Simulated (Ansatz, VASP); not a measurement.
# Cross-check of TaN between VASP and Ansatz, part 2 of 2

Wanted: the spread between two codes on one cell, functional and k mesh. The cell is taken from a series of runs on this material, whose earlier steps may have relaxed, scaled, displaced or heated it; both programs get it as it stands.

VASP 6.6.1 and Ansatz 0.2.0.

So far: Set-up; VASP: zone-centre phonons, LDA.

## (3) Ansatz: zone-centre phonons, LDA

Level of this step: Ansatz beside VASP: Kohn-Sham DFT, plane waves, LDA (Ansatz).

Ansatz runs on its PAW soft_1 files.

The same cell, functional (in two slightly different forms), mesh and smearing now go to Ansatz, which takes its cutoff from its data sets.

Input file input.yaml:

```yaml
crystal:
  lattice:
    - [2.9937036757, 0.0, 0.0]
    - [-1.4968518378, 2.5926234346, 0.0]
    - [0.0, 0.0, 2.8218177293]
  atoms:
    - { symbol: "N", position: [0.6666666667, 0.3333333333, 0.0] }
    - { symbol: Ta, position: [0.0, 0.0, 0.5] }
kpoints:
  mp_grid: { grid: [18, 18, 16] }
hamiltonian:
  xc: lda
  pseudopotentials: { kind: paw, azcp: { folder: soft_1 }, xc_functional: pbe }
scf:
  occupations: { method: methfessel_paxton, width: 0.2 }
output:
  eigenvalues: true
phonons:
  method: dfpt
```

Run with:

```bash
$ ansatz run input.yaml --threads 4 --pin off --max-ram 10240MiB --backend cpu --events-out ev --progress --plain --runs-dir out
```

Numbers of over 12 decimals in the logs are rounded to 6 here.

Output:

```text
zone centre: on kpoints.mp_grid the ground state, and the responses unless they are solved on pairs of k-points, stand on 819 of the mesh's 5184 k-points, reduced under 4 symmetry operations, with k and −k counted as one. Each operation leaves every solved displacement unchanged or reverses it
Engine: ansatz 0.2.0, aarch64-unknown-linux-gnu
Pseudopotentials: kind: paw
Pseudopotential: N, paw, valence charge 5, recommended cutoff 420 eV (normal), soft_1/N.paw.azcp
Pseudopotential: Ta, paw, valence charge 13, recommended cutoff 420 eV (normal), soft_1/Ta.paw.azcp
Functional definition: SPW92
  exchange = slater_x
  correlation = pw_c
Crystal: 2 atoms, lattice volume = 21.902 Å³
Basis set: ecut = 420 eV, 405 PW (Γ), exchange–correlation on 48×48×40 points (8 copies of the dense FFT grid, shifted against one another)
Bands: 13, of which v1, the nominal top of the filled ones, is band 9 counted from 1 (8 counted from 0)
Symmetry: 12 space group operations
k-points: 819 of 5184 (irreducible under 4 space group operations, time reversal used)
Non-local potential: N, projectors of the file, l = 0: 2, l = 1: 2, l = 2: 1
Non-local potential: Ta, projectors of the file, l = 0: 3, l = 1: 2, l = 2: 2, l = 3: 1
PAW form: soft (Blöchl's): semilocal exchange-correlation on the pseudo side does not see the compensation charge
PAW frozen core: N, regenerated for the run's functional, and the local potential with it (the file was generated under x = pbe(κ = 0.804, μ = 0.219515), c = pbe(β = 0.066725))
PAW frozen core: Ta, regenerated for the run's functional, and the local potential with it (the file was generated under x = pbe(κ = 0.804, μ = 0.219515), c = pbe(β = 0.066725))
PAW one-centre angular grid: N, 110 points (default); XC on 64 Gauss nodes
PAW one-centre angular grid: Ta, 590 points (default); XC on 64 Gauss nodes
Initial density: superposition of atomic densities (chi_scale 0.1, normalization cell, long waves kept (reshape's long-wave potential 0.00 eV rms))
Initial wavefunctions: pseudopotential atomic-orbital guess
Functional: x = slater, c = lda
SCF iter   1: F=—  HF=-10059.964170 eV  |F-HF|=—  |Δ(HF+E_count)|=         —  Δρ=4.57e-2  dr2=2.40e-1  ethr=3.10e-3  ⟨swp⟩=5.0  Hψ=53241  notcnv=0
preconditioner: auto → none  [metal: Δε(μ)=0.046 eV  Ē_g=10.970 eV  σ=0.200 eV  W_gap=0.20  n_scr=8 (ndim 8)  ℏωp=25.1 eV  f_vac=0.000  D(μ)=0.05/eV (n_scr^D=0)  sad-step TF]
SCF iter   2: F=—  HF=-10059.952531 eV  |F-HF|=—  |Δ(HF+E_count)|=   1.16e-2  S|Δr|=    0.00e0  Δρ=2.84e-2  dr2=1.04e-1  ethr=1.33e-3  ⟨swp⟩=1.0  Hψ=17201  notcnv=0
SCF iter   3: F=—  HF=-10059.938464 eV  |F-HF|=—  |Δ(HF+E_count)|=   1.41e-2  S|Δr|=    0.00e0  Δρ=1.64e-3  dr2=2.68e-4  ethr=5.77e-4  ⟨swp⟩=2.1  Hψ=13878  notcnv=0
SCF iter   4: F=—  HF=-10059.938484 eV  |F-HF|=—  |Δ(HF+E_count)|=   2.07e-5  S|Δr|=    0.00e0  Δρ=4.64e-4  dr2=4.26e-5  ethr=1.49e-6  ⟨swp⟩=2.0  Hψ=14534  notcnv=0
SCF iter   5: F=—  HF=-10059.938475 eV  |F-HF|=—  |Δ(HF+E_count)|=   8.94e-6  S|Δr|=    0.00e0  Δρ=4.26e-5  dr2=2.37e-7  ethr=2.37e-7  ⟨swp⟩=2.0  Hψ=13707  notcnv=0
SCF iter   6: F=—  HF=-10059.938475 eV  |F-HF|=—  |Δ(HF+E_count)|=   6.26e-8  S|Δr|=    0.00e0  Δρ=1.08e-5  dr2=8.14e-9  ethr=1.32e-9  ⟨swp⟩=2.0  Hψ=17205  notcnv=0
SCF iter   7: F=—  HF=-10059.938475 eV  |F-HF|=—  |Δ(HF+E_count)|=   1.47e-9  S|Δr|=    0.00e0  Δρ=1.66e-6  dr2=2.16e-10  ethr=4.52e-11  ⟨swp⟩=2.0  Hψ=14716  notcnv=0
SCF iter   8: F=-10059.938475 eV  HF=-10059.938475 eV  |F-HF|=5.46e-12  |Δ(HF+E_count)|=  3.27e-11  S|Δr|=    0.00e0  Δρ=1.47e-7  dr2=2.99e-12  ethr=1.00e-12  ⟨swp⟩=6.1  Hψ=47093  notcnv=0
SCF 1 converged in 8 iterations: F = -10059.938475 eV  dr2 = 2.99e-12
  greatest PAW one-centre occupation: 0.999 electrons in one spin orbital (limit 2), on the Ta atom at site 1 (counted from 0), in its partial waves of l = 0
DFPT response loops at Γ: preconditioner auto → Kerker (q_TF=auto, 2.641 Å⁻¹) (partly filled bands, converged f_vac=0.000); β = 1.00, the filter's whole step (`scf.mixing.beta` (0.50) is not read by the response loops under this deck's `scf.mixing.preconditioner`; to damp them name `kerker` or `kerker_dos`, under which they read `scf.mixing.beta`, and type it under 1.00, their step now; both keys bind the ground state too); Broyden in place of MSR1
SCF converged after 8 iterations
Stability not checked: this state was not tested for a lower state beside it, because cold or Methfessel-Paxton smearing, or corrected tetrahedra, fill the levels in a way that the test cannot read (fill_not_monotonic; see scf.lower_state_search)
Free energy (F): -10059.938475 eV
Harris-Foulkes:  -10059.938475 eV  (|F-HF|=5.46e-12)
Internal energy: -10059.939508 eV  (E = F + TS)
E sigma→0 (E₀):  -10059.938733 eV
Entropy (-TS):   0.001032 eV (0.516 meV/atom)
Fermi energy:    19.354865 eV
--- Per-component energies (eV) ---
  E_band       = -65.783052
  E_kinetic    = 522.083695
  E_local      = -610.518829  (includes V_loc(G=0)·N_el)
  E_nonlocal   = 30.103841
  E_hartree    = 215.523741
  E_xc         = -378.087038
  E_vxc        = -309.966497  (∫ρ·V_xc dr)
  E_paw        = -8176.381041  (= ΣΔE_a)
  E_vpaw       = -128.533694  (= ΣTr[D̂ρ^β])
  E_aug_tail   = 0.000926  (compensation charges beyond the density's cutoff)
  E_ewald      = -1663.003844
  E_core_change = 0.339041  (= ΣΔE_core)
  E_smearing   = 0.001032  (= −TS)
  E_closure    = 0.000000  (closes the sum)
  Σ components = -10059.938475   (vs F -10059.938475, Δ=0.00e0)
--- Band table (eV; the first three rows and the last of 819) ---
  k-point 0: bands = [... 5 lower, 14.6147, 14.6147, 15.3601, 16.7797, 21.2872, 23.1127, 23.1127, 23.3555]
  k-point 1: bands = [... 5 lower, 14.6487, 14.6487, 15.0998, 16.9787, 21.4445, 22.3864, 22.3864, 23.9217]
  k-point 2: bands = [... 5 lower, 14.4534, 14.7460, 14.7460, 17.5093, 21.5251, 21.5251, 21.8581, 24.2966]
  k-point 818: bands = [... 5 lower, 11.8425, 12.5622, 15.3057, 18.5126, 23.1446, 24.5388, 25.2233, 26.3159]
--- Phonons (Γ-DFPT): 4 representative perturbations + reference, on 819 of 5184 k-points (Σ response iterations 12) ---
  k mesh reduced under 4 symmetry operations, with k and −k counted as one. Each operation leaves every solved displacement unchanged or reverses it
  ASR residual: 1.138e-4 → 0.000e0 eV/Å²; symmetrization residual: 3.542e-6 eV/Å²
  ASR residual per site (eV/Å²): 2.26e-5 1.14e-4
  Γ frequencies (cm⁻¹): 0.00 0.00 0.00 505.45 505.45 528.21
  non-analytic LO–TO correction: not included (Born effective charges unavailable; polar crystals: no LO–TO splitting at Γ)
```

## (4) Side by side

Known differences besides the potentials themselves: the two LDA forms differ slightly; the data sets hold 18 valence electrons in Ansatz (on its PAW soft_1 files) and 16 in VASP; the cutoff is 420 eV in Ansatz and 600 eV in VASP; VASP's log shows a relativistic correction to its local exchange, Ansatz's none. Total energies have different zeros and are not compared.

Both answers:

| quantity | Ansatz | VASP | difference |
| --- | --- | --- | --- |
| optical mode 1 to 2 (cm⁻¹) | 505.4 | 509.1 | -0.72 % |
| optical mode 3 (cm⁻¹) | 528.2 | 532.4 | -0.78 % |

Modes are paired by rising frequency, not by their patterns, so a pair may set unlike modes beside each other; they are those without the splitting of longitudinal modes.

## (5) Outcome

```yaml
r_m_s_difference_of_the_optical_zone_centre_modes_each_program_s_sorted_by_frequency_zone_centre_phonons_lda: 3.8 cm⁻¹
difference_in_optical_mode_3_zone_centre_phonons_lda: -0.8 %
```

What this shows: The r.m.s. difference of the optical zone-centre modes, each program's sorted by frequency is 3.8 cm⁻¹ (zone-centre phonons, LDA). The data sets hold unlike numbers of valence electrons (18 in Ansatz and 16 in VASP), so part of the differences comes from the potentials. Among the rows given in per cent, the largest difference of the zone-centre phonons, LDA pair is in optical mode 3, -0.8 %. Such differences can come from data sets, numerical settings and the points named under the comparisons, not from the functional's error against experiment.

[Lines on the potential files, build, host, timing and source positions are cut from VASP's logs without a mark.]

[Logs are printed without paths, hosts, clocks, repeated set-up lines and the standing remarks that a program may print on its own settings, such as how far it seeks lower states.]

[Hosts, paths, dates, database ids (printed as entryN), source tags and the programs' standing remarks are cut or masked in the printed files.]
